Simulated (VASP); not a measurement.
Wanted: the native input for a VASP 6.6.1 run.

```yaml
Task: single point
Functional: r2SCAN
Potentials_or_basis: VASP PAW PBE potentials, release 64 (Au)
Cutoff: 520 eV
k_mesh: 18 × 18 × 18
Occupations: gaussian, width 0.1 eV
Spin: no spin polarisation
Further_INCAR_settings: ALGO = Normal; EDIFF = 1e-06; NBANDS = 12
```

The structure of Au lies in POSCAR:

```
Au
1.0
    0.0000000000      2.0409900000      2.0409900000
    2.0409900000      0.0000000000      2.0409900000
    2.0409900000      2.0409900000      0.0000000000
Au
1
Direct
    1.0000000000      0.0000000000      1.0000000000
```

The input as run:

INCAR

```
PREC     = Accurate       # precision mode
ENCUT    = 520            # plane-wave cutoff, eV
EDIFF    = 1E-6           # SCF threshold, eV
ISMEAR   = 0              # smearing method
SIGMA    = 0.1            # smearing width, eV
LREAL    = False          # projectors in reciprocal space
LASPH    = True           # aspherical terms in the spheres
NELM     = 80             # most SCF steps
ALGO     = Normal         # electronic algorithm
ISIF     = 2              # what is computed and relaxed
LWAVE    = False          # write WAVECAR
LCHARG   = True           # write CHGCAR
METAGGA  = R2SCAN         # meta-GGA
LMIXTAU  = True         
LELF     = True           # ELF
LVHAR    = True         
NBANDS   = 12             # bands
```

KPOINTS

```
Automatic mesh
0
Gamma
  18 18 18
```

Potentials or basis: VASP PAW PBE potentials, release 64 (Au).

The run is started by

```bash
$ cat potpaw_PBE.64/Au/POTCAR > POTCAR
$ mpirun -np 1 vasp_std > vasp.out
```

It gave:

* Pressure: 5.6 GPa
* Band gap on the k mesh: none (metal or under the smearing width)

Caveat: the PAW data sets were made with another functional, which shifts forces and pressure a little.

It took 50 s on 1 thread of Intel(R) Xeon(R) 6975P-C (Granite Rapids), with other jobs on the host, peak memory 0.18 GiB.
